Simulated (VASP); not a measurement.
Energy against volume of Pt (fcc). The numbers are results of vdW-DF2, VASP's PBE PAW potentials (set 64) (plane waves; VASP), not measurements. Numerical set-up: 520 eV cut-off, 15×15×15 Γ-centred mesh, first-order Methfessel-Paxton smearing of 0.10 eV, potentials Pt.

| V (Å³/atom) | E (eV/atom) |
|---|---|
| 16.812 | -2.61044 |
| 17.332 | -2.62051 |
| 17.852 | -2.61323 |
| 18.372 | -2.59171 |

Problem. Fit these four points and predict the energy of the run at 16.292 Å³/atom.

Solution. A cubic in V^(−2/3), the third-order Birch-Murnaghan form, passes through the four points with V0 = 17.36 Å³/atom and B0 = 176 GPa, and gives -2.5793 eV/atom there. The run gave -2.5797 eV/atom, -0.5 meV/atom from the fit; all five points give B0 = 175 GPa.

The compound is Pt in the fcc structure. It was relaxed first, which changed the volume by +15 %.
